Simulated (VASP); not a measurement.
Output of a VASP run:

File OUTCAR:
```
 ion  position               nearest neighbor table
   1  0.500  0.500  0.500-   2 3.26   2 3.26   2 3.26   2 3.26   2 3.26   2 3.26
   2  0.000  0.000  0.000-   1 3.26   1 3.26   1 3.26   1 3.26   1 3.26   1 3.26
  LATTYP: Found a face centered cubic cell.
 ALAT       =     6.5142229430
 Subroutine PRICEL returns:
 Original cell was already a primitive cell.
 Subroutine GETGRP returns: Found 48 space group operations
The static configuration has the point symmetry O_h .
The dynamic configuration has the point symmetry O_h .
 Subroutine INISYM returns: Found 48 space group operations
 Subroutine IBZKPT returns following result:
 Found     16 irreducible k-points:

 Following reciprocal coordinates:
            Coordinates               Weight
  0.000000  0.000000  0.000000      1.000000
  0.166667  0.000000  0.000000      8.000000
  0.333333  0.000000  0.000000      8.000000
  0.500000  0.000000  0.000000      4.000000
  0.166667  0.166667  0.000000      6.000000
  0.333333  0.166667  0.000000     24.000000
  0.500000  0.166667  0.000000     24.000000
 -0.333333  0.166667  0.000000     24.000000
 -0.166667  0.166667  0.000000     12.000000
  0.333333  0.333333  0.000000      6.000000
  0.500000  0.333333  0.000000     24.000000
 -0.333333  0.333333  0.000000     12.000000
  0.500000  0.500000  0.000000      3.000000
  0.500000  0.333333  0.166667     24.000000
 -0.333333  0.333333  0.166667     24.000000
 -0.333333  0.500000  0.166667     12.000000
   k-points           NKPTS =     16   k-points in BZ     NKDIM =     16   number of bands    NBANDS=     14
   number of dos      NEDOS =    301   number of ions     NIONS =      2
   total plane-waves  NPLWV =  46656
   dimension x,y,z NGX =    36 NGY =   36 NGZ =   36
   dimension x,y,z NGXF=    72 NGYF=   72 NGZF=   72
   ions per type =               1   1
   PREC   = accura    normal or accurate (medium, high low for compatibility)
   ISTART =      0    job   : 0-new  1-cont  2-samecut
   ICHARG =      2    charge: 1-file 2-atom 10-const
   ISPIN  =      1    spin polarized calculation?
   LNONCOLLINEAR =      F non collinear calculations
   LSORBIT =      F    spin-orbit coupling
   INIWAV =      1    electr: 0-lowe 1-rand  2-diag
   ENCUT  =  520.0 eV  38.22 Ry    6.18 a.u.   8.56  8.56  8.56*2*pi/ulx,y,z
   NELM   =    100;   NELMIN=  2; NELMDL= -5     # of ELM steps
   EDIFF  = 0.1E-05   stopping-criterion for ELM
   LREAL  =      F    real-space projection
   NLSPLINE    = F    spline interpolate recip. space projectors
   LMAXMIX     =    4 max onsite mixed and CHGCAR
   VOSKOWN=      0    Vosko Wilk Nusair interpolation
   EDIFFG = -.1E-01   stopping-criterion for IOM
   NSW    =     60    number of steps for IOM
   NBLOCK =      1;   KBLOCK =     60    inner block; outer block
   IBRION =      2    ionic relax: 0-MD 1-quasi-New 2-CG
   NFREE  =      1    steps in history (QN), initial steepest desc. (CG)
   ISIF   =      3    stress and relaxation
   ISYM   =      2    0-nonsym 1-usesym 2-fastsym
   TEIN   =    0.0    initial temperature
   TEBEG  =    0.0;   TEEND  =   0.0 temperature during run
   SMASS  =  -3.00    Nose mass-parameter (am)
   PSTRESS=    0.0 pullay stress
   NELECT =      20.0000    total number of electrons
   EFERMI =   0.00;   METHOD = LEGACY
   ISMEAR =     0;   SIGMA  =   0.05  broadening in eV -4-tet -1-fermi 0-gaus
   IALGO  =     38    algorithm
   LDIAG  =      T    sub-space diagonalisation (order eigenvalues)
   IMIX   =      4    mixing-type and parameters
     AMIX     =   0.40;   BMIX     =  1.00
     AMIX_MAG =   1.60;   BMIX_MAG =  1.00
     AMIN     =   0.10
   GGA     = MK    functional components
   VOSKOWN =     0    Vosko Wilk Nusair interpolation
   LHFCALC =     F    Hartree Fock is set to
   LHFONE  =     F    Hartree Fock one center treatment
   AEXX    =    0.0000 exact exchange contribution
   LUSE_VDW   =     T    switch on vdW DFT
   IVDW    =     0    specifies the selected vdW correction
   LEPSILON=     F    determine dielectric tensor
...
```

### OSZICAR
```
       N       E                     dE             d eps       ncg     rms          rms(c)
DAV:   1     0.153697541854E+03    0.15370E+03   -0.91306E+03   448   0.136E+03
DAV:   2     0.710723317945E+01   -0.14659E+03   -0.14323E+03   484   0.336E+02
DAV:   3    -0.290937270156E+01   -0.10017E+02   -0.98938E+01   592   0.933E+01
DAV:   4    -0.316700148406E+01   -0.25763E+00   -0.25756E+00   522   0.182E+01
DAV:   5    -0.317772326613E+01   -0.10722E-01   -0.10722E-01   628   0.330E+00    0.312E+00
DAV:   6    -0.303955166539E+01    0.13817E+00   -0.34403E-01   578   0.447E+00    0.194E+00
DAV:   7    -0.303640145639E+01    0.31502E-02   -0.92188E-02   560   0.164E+00    0.898E-01
DAV:   8    -0.303796084749E+01   -0.15594E-02   -0.90276E-03   514   0.110E+00    0.148E-01
DAV:   9    -0.303795091935E+01    0.99281E-05   -0.11335E-03   624   0.352E-01    0.467E-02
DAV:  10    -0.303798259672E+01   -0.31677E-04   -0.13620E-04   466   0.951E-02    0.231E-02
DAV:  11    -0.303798824514E+01   -0.56484E-05   -0.20172E-05   596   0.326E-02    0.110E-02
DAV:  12    -0.303798808752E+01    0.15762E-06   -0.13894E-06   358   0.129E-02
   1 F= -.30379881E+01 E0= -.30379881E+01  d E =-.303799E+01
```

File OUTCAR:
```
------------------------ aborting loop because EDIFF is reached ----------------------------------------
  FORCE on cell =-STRESS in cart. coord.  units (eV):
  Direction    XX          YY          ZZ          XY          YZ          ZX
  --------------------------------------------------------------------------------------
  Total        0.0022480      0.0022480      0.0022480     -0.0000000      0.0000000      0.0000000
  in kB        0.0521174      0.0521174      0.0521174     -0.0000000      0.0000000      0.0000000
  external PRESSURE =       0.0521174 kB  Pullay stress =       0.0000000 kB
  volume of cell :       69.11
      direct lattice vectors                 reciprocal lattice vectors
     0.000000000  3.257111472  3.257111472    -0.153510251  0.153510251  0.153510251
     3.257111472  0.000000000  3.257111472     0.153510251 -0.153510251  0.153510251
     3.257111472  3.257111472  0.000000000     0.153510251  0.153510251 -0.153510251
  FREE ENERGIE OF THE ION-ELECTRON SYSTEM (eV)
  ---------------------------------------------------
  free  energy   TOTEN  =        -3.0379880875 eV

  energy  without entropy=       -3.0379880875  energy(sigma->0) =       -3.03798809

 reached required accuracy - stopping structural energy minimisation
```
(Selected blocks of OUTCAR.)

POSCAR:
```
PbTe
1
    0.0000000000     3.2571114715     3.2571114715
    3.2571114715     0.0000000000     3.2571114715
    3.2571114715     3.2571114715    -0.0000000000
Te Pb
1 1
Direct
  0.5000000000   0.5000000000   0.5000000000
  0.0000000000   0.0000000000   0.0000000000
```

Question: Reconstruct the remaining input files.

Answer: This is not unique; one that fits is the input of the run itself, rev-vdW-DF2, plane waves, VASP's PBE PAW potentials (set 64).

File KPOINTS:
```
Automatic mesh
0
Gamma
6 6 6
0 0 0
```

### INCAR
```
! general
SYSTEM  =PbTe
PREC    =Accurate
ENCUT   =520
LREAL   =.FALSE.
LASPH   =.TRUE.

! electronic loop
EDIFF   =1E-6
NELM    =100
ALGO    =Normal
LMAXMIX =4

! smearing
ISMEAR  =0
SIGMA   =0.05

! functional
GGA     =MK
LUSE_VDW=.TRUE.
AGGAC   =0.0
PARAM1  =0.1234568
PARAM2  =0.7114
ZAB_VDW =-1.8867

! ions
IBRION  =2
NSW     =60
ISIF    =3
EDIFFG  =-0.01

! output
LWAVE   =.FALSE.
LCHARG  =.FALSE.
```

POTCAR, in this order: Te Pb_d (PBE.64 set). Program: vasp_std.

The compound is PbTe in the rock salt structure. It was relaxed first. The start is the result of an earlier pass.
